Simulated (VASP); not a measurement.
Consider the following.

```
Lu
1.0
    1.73150    -2.99905     0.00000
    1.73150     2.99905     0.00000
    0.00000     0.00000     5.39104
Lu
2
Direct
  0.33333   0.66667   0.25000
  0.66667   0.33333   0.75000
```

Level of theory: MS2 meta-GGA, VASP's PBE PAW potentials (set 64) (plane waves; VASP). Settings: 520 eV cut-off, 14×14×8 Γ-centred mesh, tetrahedra with Blöchl corrections, potentials Lu_3.

Q: Give the energies of bands 7 to 12 at the high-symmetry points, in eV from the Fermi level.

A: 
```csv
band,Γ,M,K,A,L,H
7,-6.28,-2.42,-1.00,-4.50,-2.22,-0.63
8,-2.50,-1.50,-1.00,-4.50,-2.22,-0.63
9,0.85,-0.93,-0.79,1.28,0.13,-0.52
10,2.31,-0.33,-0.66,1.28,0.13,-0.52
11,2.31,1.78,1.42,2.20,1.50,0.45
12,2.76,1.94,1.42,2.20,1.50,0.45
```

It has no gap at this level: it comes out as a metal or semimetal.

The compound is Lu in the hcp structure. It was relaxed first.
